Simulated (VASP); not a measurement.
AgCl (Chlorargyrite):

```xyz
2
Lattice="0.0000 2.7350 2.7350 2.7350 0.0000 2.7350 2.7350 2.7350 0.0000" Properties=species:S:1:pos:R:3 pbc="T T T"
Ag    0.0000    0.0000    0.0000
Cl    2.7350    2.7350    2.7350
```

- Program: VASP 6.6.1
- Task: relaxation of cell and atoms
- Functional: PBE
- Potentials or basis: VASP PAW PBE potentials, release 64 (Ag, Cl)
- Cutoff: 600 eV
- k mesh: 8 × 8 × 8
- Occupations: gaussian, width 0.02 eV
- Spin: no spin polarisation

At the start: pressure 3.8 GPa; volume 20.46 Å³/atom.

**Question.** How do energy, volume and symmetry change on relaxing?

**Answer.** Over 6 steps the energy falls by 17.3 meV/atom and the volume is 22.01 Å³/atom (+7.6 %); space group Fm-3m (No. 225, to 0.05 Å).

Step by step:
```tsv
step	energy change (eV)	largest force (eV/Å)	pressure (GPa)	volume (Å³)
1	0.0000	0.0000	3.78	40.92
2	-0.0344	0.0000	0.16	43.84
3	-0.0345	0.0000	0.08	44.00
4	-0.0343	0.0000	-0.20	44.31
5	-0.0345	0.0000	-0.06	44.08
6	-0.0345	0.0000	0.02	44.03
```

Final structure:
```yaml
crystal:
  lattice:
    - [0.00000, 2.80265, 2.80265]
    - [2.80265, 0.00000, 2.80265]
    - [2.80265, 2.80265, 0.00000]
  atoms:
    - { symbol: Ag, position: [0.00000, 0.00000, 0.00000] }
    - { symbol: Cl, position: [0.50000, 0.50000, 0.50000] }
```
